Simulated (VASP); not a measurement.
Output of a VASP run:

### OSZICAR
```
       N       E                     dE             d eps       ncg     rms          rms(c)
DAV:   1     0.941237692445E+02    0.94124E+02   -0.83021E+03  1617   0.120E+03
DAV:   2    -0.661634225440E+01   -0.10074E+03   -0.96571E+02  1617   0.345E+02
DAV:   3    -0.775444124857E+01   -0.11381E+01   -0.11351E+01  1857   0.422E+01
DAV:   4    -0.776082322185E+01   -0.63820E-02   -0.63814E-02  1743   0.328E+00
DAV:   5    -0.776091614280E+01   -0.92921E-04   -0.92921E-04  1796   0.374E-01    0.102E+01
DAV:   6    -0.727538250896E+01    0.48553E+00   -0.11144E+00  1641   0.158E+01    0.356E+00
DAV:   7    -0.725700517976E+01    0.18377E-01   -0.22444E-02  1776   0.196E+00    0.168E+00
DAV:   8    -0.725318268791E+01    0.38225E-02   -0.33269E-03  1653   0.914E-01    0.193E-01
DAV:   9    -0.725306641711E+01    0.11627E-03   -0.72162E-05  1848   0.134E-01    0.133E-02
DAV:  10    -0.725306950932E+01   -0.30922E-05   -0.28942E-06  1696   0.246E-02    0.223E-03
DAV:  11    -0.725306959229E+01   -0.82967E-07   -0.21299E-07   957   0.690E-03
   1 F= -.72530696E+01 E0= -.72531532E+01  d E =0.250918E-03
```

File OUTCAR:
```
------------------------ aborting loop because EDIFF is reached ----------------------------------------
  FORCE on cell =-STRESS in cart. coord.  units (eV):
  Direction    XX          YY          ZZ          XY          YZ          ZX
  --------------------------------------------------------------------------------------
  Total        0.4207847      0.4207847      0.4207847      0.0000000     -0.0000000      0.0000000
  in kB       49.1450386     49.1450386     49.1450386      0.0000000     -0.0000000      0.0000000
  external PRESSURE =      49.1450386 kB  Pullay stress =       0.0000000 kB
  volume of cell :       13.72
      direct lattice vectors                 reciprocal lattice vectors
     0.000000000  1.900000000  1.900000000    -0.263157895  0.263157895  0.263157895
     1.900000000  0.000000000  1.900000000     0.263157895 -0.263157895  0.263157895
     1.900000000  1.900000000  0.000000000     0.263157895  0.263157895 -0.263157895
 POSITION                                       TOTAL-FORCE (eV/Angst)
 -----------------------------------------------------------------------------------
      0.00000      0.00000      0.00000        -0.000000     -0.000000     -0.000000
 -----------------------------------------------------------------------------------
    total drift:                                0.000000     -0.000000      0.000000
  FREE ENERGIE OF THE ION-ELECTRON SYSTEM (eV)
  ---------------------------------------------------
  free  energy   TOTEN  =        -7.2530695923 eV

  energy  without entropy=       -7.2533205099  energy(sigma->0) =       -7.25315323
```
(Selected blocks of OUTCAR.)

POSCAR:
```
Rh
1
    0.0000000000     1.9000000000     1.9000000000
    1.9000000000     0.0000000000     1.9000000000
    1.9000000000     1.9000000000     0.0000000000
Rh
1
Direct
  0.0000000000   0.0000000000   0.0000000000
```

Problem. Write an INCAR and KPOINTS that could have produced this output.

Solution. Several could match; the one computed here: the input of the run itself, PBE GGA, plane waves, VASP's PBE PAW potentials (set 64).

INCAR:
```
! general
SYSTEM =Rh
PREC   =Accurate
ENCUT  =400   ! plane-wave cut-off (eV)
LREAL  =.FALSE.   ! projection in real space or not
LASPH  =.TRUE.

! electronic loop
EDIFF  =1E-6
NELM   =100   ! most electronic steps
ALGO   =Normal   ! blocked Davidson
LMAXMIX=4   ! l cut-off of mixed one-centre charges

! smearing
ISMEAR =1
SIGMA  =0.1   ! width (eV)

! functional
GGA    =PE   ! PBE

! ions
ISIF   =2

! output
LWAVE  =.FALSE.
LCHARG =.FALSE.
```

### KPOINTS
```
Automatic mesh
0
Gamma
12 12 12
0 0 0
```

POTCAR, in this order: Rh_pv (PBE.64 set). Program: vasp_std.

The compound is Rh in the fcc structure. The cell was not relaxed at this level.
